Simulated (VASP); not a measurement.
**Ga2SnSe: density of states with PBE**

The system is Ga2SnSe.

```xyz
8
Lattice="-3.0351 3.0351 6.1320 3.0351 -3.0351 6.1320 3.0351 3.0351 -6.1320" Properties=species:S:1:pos:R:3 pbc="T T T"
Ga    1.5175    1.5466   -1.5330
Ga    1.5175    1.4884    4.5990
Ga   -1.4884    1.5175    7.6650
Ga    4.5235    1.5175    1.5330
Sn    0.0000    0.0000    0.0000
Sn    0.0000    3.0351    3.0660
Se    0.0000    0.0000    6.1320
Se    3.0351    0.0000    3.0660
```

The cell was built by a generator and needn't be a form met in nature.

```
Program                 : VASP 6.6.1
Task                    : density of states
Functional              : PBE
Potentials or basis     : VASP PAW PBE potentials, release 64 (Ga_d, Sn_d, Se)
Cutoff                  : 520 eV
k mesh                  : 8 × 8 × 8
Occupations             : gaussian, width 0.1 eV
Spin                    : no spin polarisation
k mesh for the DOS      : 12 × 12 × 12
Occupations for the DOS : tetrahedron
Further INCAR settings  : ALGO = Normal; EDIFF = 1e-06; NBANDS = 56
```

```json
{
 "Valence electrons inside the program's atomic spheres": "Ga 11.55; Sn 12.38; Se 3.81"
}
```

Levels at points of the mesh, in eV from the valence-band top:
| k point | band 44 | band 45 | band 46 | band 47 | band 48 | band 49 |
| --- | --- | --- | --- | --- | --- | --- |
| (0.00, 0.00, 0.00) | -0.42 | -0.16 | -0.16 | 0.05 | 1.24 | 1.56 |
| (0.50, 0.00, 0.00) | -1.47 | -1.22 | -0.33 | 1.95 | 2.13 | 2.15 |
| (0.50, 0.50, 0.00) | -1.02 | -0.36 | -0.36 | 0.48 | 0.48 | 2.27 |
| (0.50, 0.50, 0.50) | -1.76 | -0.64 | -0.64 | 1.36 | 1.36 | 1.42 |

States per cell in windows of 1 eV (zero at the valence-band top; states under -8 eV left out):
```tsv
from (eV)	total	Se7_p	Se8_p	Sn5_p	Sn6_p	Ga1_p	Ga2_p
-8.0	1.86	0.03	0.03	0.01	0.01	0.01	0.01
-7.0	2.94	0.17	0.17	0.07	0.07	0.01	0.01
-6.0	2.85	0.18	0.18	0.05	0.05	0.03	0.03
-5.0	1.54	0.15	0.15	0.02	0.02	0.02	0.02
-4.0	4.91	0.84	0.84	0.06	0.06	0.12	0.12
-3.0	4.93	0.56	0.56	0.27	0.27	0.14	0.14
-2.0	3.47	0.23	0.23	0.33	0.33	0.12	0.12
-1.0	3.56	0.15	0.15	0.44	0.44	0.15	0.15
0.0	0.42	0.01	0.01	0.02	0.02	0.01	0.01
1.0	4.63	0.19	0.19	0.22	0.22	0.15	0.15
2.0	4.08	0.19	0.19	0.16	0.16	0.14	0.14
3.0	4.97	0.16	0.16	0.09	0.09	0.27	0.27
4.0	5.84	0.21	0.21	0.15	0.15	0.32	0.32
5.0	0.10	0.00	0.00	0.00	0.00	0.01	0.01
```

Run time: 6.8 min on 8 MPI ranks on AMD EPYC 7R13 Processor (Zen 3) (shared host), peak memory 1.6 GiB a rank.
